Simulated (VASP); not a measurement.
Here is the system:

BN has the hexagonal space group P6₃/mmc (No. 194), Pearson symbol hP4. Cell: a = b = 2.513 Å, c = 7.648 Å, α = β = 90.00°, γ = 120.00°. B on 2c is surrounded by 3 N at 1.451 Å (trigonal planar). N on 2d sees 3 B at 1.451 Å (trigonal planar). (Neighbours: up to the widest gap in distance over summed covalent radii, below 1.35, at either atom.)

All values below come from PBE GGA, VASP's PBE PAW potentials (set 64) (plane waves; VASP). Settings: 600 eV cut-off, 10×10×4 Γ-centred mesh, Gaussian smearing of 0.050 eV, potentials B N.

Without a dispersion term in the relaxation, distances and binding between the weakly bound layers, chains or molecules are unreliable, and so is what depends on them.

Each relaxation starts from this cell; other phases were not tried.

Problem. The cell is relaxed at 1 GPa. What happens?

Solution. The volume per atom goes from 10.46 to 9.68 Å³ (-7.4 %), and the cell becomes a = b = 2.510 Å, c = 7.101 Å, α = β = 90.00°, γ = 120.00°, space group P6_3/mmc.

Problem. The cell is relaxed at 2 GPa. What happens?

Solution. The volume per atom goes from 10.46 to 9.24 Å³ (-11.6 %), and the cell becomes a = 2.5074 Å, b = 2.5074 Å, c = 6.7902 Å, α = 90.00°, β = 90.00°, γ = 120.00°, space group P6_3/mmc.

Failed runs are left out, and for metals the shear rows, which the mesh's noise covers.

The compound is BN in the hex structure.
